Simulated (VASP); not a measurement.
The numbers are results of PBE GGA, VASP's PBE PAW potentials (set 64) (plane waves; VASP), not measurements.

VASP input:

### POSCAR
```
FePt
1
    2.7274710000     0.0000000000     0.0000000000
    0.0000000000     2.7940870000     0.0000000000
    0.0000000000     0.0000000000     3.6769520000
Fe Pt
1 1
Direct
  0.0000000000   0.0000000000   0.0000000000
  0.5282590000   0.5000000000   0.5000000000
```

**KPOINTS**
```
Automatic mesh
0
gamma
  12 12 9
```

**INCAR**
```
SYSTEM = FePt
PREC = Accurate
ENCUT = 400
EDIFF = 1E-6
NELM = 100
ALGO = Normal
LREAL = .FALSE.
LASPH = .FALSE.
ISMEAR = 1
SIGMA = 0.1
GGA = PE
LMAXMIX = 6
ISPIN = 2
MAGMOM = 3.0 0.0
LORBIT = 10
LWAVE = .FALSE.
LCHARG = .FALSE.
ISIF = 2
```

POTCAR, in this order: Fe Pt (PBE.64 set). Program: vasp_std.

Output of the run:

OSZICAR:
```
       N       E                     dE             d eps       ncg     rms          rms(c)
DAV:   1     0.772855834642E+02    0.77286E+02   -0.74523E+03 15428   0.108E+03
DAV:   2    -0.135788993081E+02   -0.90864E+02   -0.81288E+02 15099   0.229E+02
DAV:   3    -0.161557484027E+02   -0.25768E+01   -0.25085E+01 18650   0.466E+01
DAV:   4    -0.161833535242E+02   -0.27605E-01   -0.27597E-01 16875   0.417E+00
DAV:   5    -0.161841347379E+02   -0.78121E-03   -0.78120E-03 19725   0.790E-01    0.164E+01
DAV:   6    -0.174384890621E+02   -0.12544E+01   -0.15219E+01 15862   0.856E+01    0.245E+01
DAV:   7    -0.148845490108E+02    0.25539E+01   -0.86675E+00 18878   0.806E+01    0.843E+00
DAV:   8    -0.148636458171E+02    0.20903E-01   -0.47586E-01 17645   0.105E+01    0.403E+00
DAV:   9    -0.147859820770E+02    0.77664E-01   -0.12153E-01 21516   0.736E+00    0.182E+00
DAV:  10    -0.147770239982E+02    0.89581E-02   -0.42156E-02 22521   0.399E+00    0.702E-01
DAV:  11    -0.147757192354E+02    0.13048E-02   -0.43419E-03 21463   0.122E+00    0.267E-01
DAV:  12    -0.147755814038E+02    0.13783E-03   -0.43508E-04 19575   0.289E-01    0.859E-02
DAV:  13    -0.147755791595E+02    0.22444E-05   -0.37881E-05 19421   0.121E-01    0.386E-02
DAV:  14    -0.147755777200E+02    0.14395E-05   -0.75138E-06 18948   0.546E-02    0.152E-02
DAV:  15    -0.147755786903E+02   -0.97030E-06   -0.27147E-06 13311   0.332E-02
   1 F= -.14775579E+02 E0= -.14775344E+02  d E =-.704308E-03  mag=     3.3523
```

**OUTCAR**
```
------------------------ aborting loop because EDIFF is reached ----------------------------------------
  FORCE on cell =-STRESS in cart. coord.  units (eV):
  Direction    XX          YY          ZZ          XY          YZ          ZX
  --------------------------------------------------------------------------------------
  Total        0.2959654     -0.7166155      0.5531031      0.0000000      0.0000000      0.0000000
  in kB       16.9224605    -40.9740365     31.6248618      0.0000000      0.0000000      0.0000000
  external PRESSURE =       2.5244286 kB  Pullay stress =       0.0000000 kB
  volume of cell :       28.02
      direct lattice vectors                 reciprocal lattice vectors
     2.727471000  0.000000000  0.000000000     0.366640012  0.000000000  0.000000000
     0.000000000  2.794087000  0.000000000     0.000000000  0.357898662  0.000000000
     0.000000000  0.000000000  3.676952000     0.000000000  0.000000000  0.271964388
 POSITION                                       TOTAL-FORCE (eV/Angst)
 -----------------------------------------------------------------------------------
      0.00000      0.00000      0.00000         0.320251      0.000000      0.000000
      1.44081      1.39704      1.83848        -0.320251      0.000000      0.000000
 -----------------------------------------------------------------------------------
    total drift:                               -0.000138      0.000000     -0.000000
  FREE ENERGIE OF THE ION-ELECTRON SYSTEM (eV)
  ---------------------------------------------------
  free  energy   TOTEN  =       -14.7755786903 eV

  energy  without entropy=      -14.7748743819  energy(sigma->0) =      -14.77534392

 total charge

# of ion       s       p       d       tot
------------------------------------------
    1        0.408   0.444   6.109   6.961
    2        0.706   0.642   8.049   9.397
--------------------------------------------------
tot          1.114   1.086  14.158  16.358

 magnetization (x)

# of ion       s       p       d       tot
------------------------------------------
    1        0.007  -0.006   2.967   2.968
    2       -0.026  -0.064   0.451   0.360
--------------------------------------------------
tot         -0.019  -0.071   3.418   3.328
```
(Selected blocks of OUTCAR.)

The compound is FePt in the L1_0 structure. The cell was not relaxed at this level, atoms are displaced from their ideal sites. The run is one of a series of settings (LASPH = .FALSE. against the base run), some of them coarse on purpose.
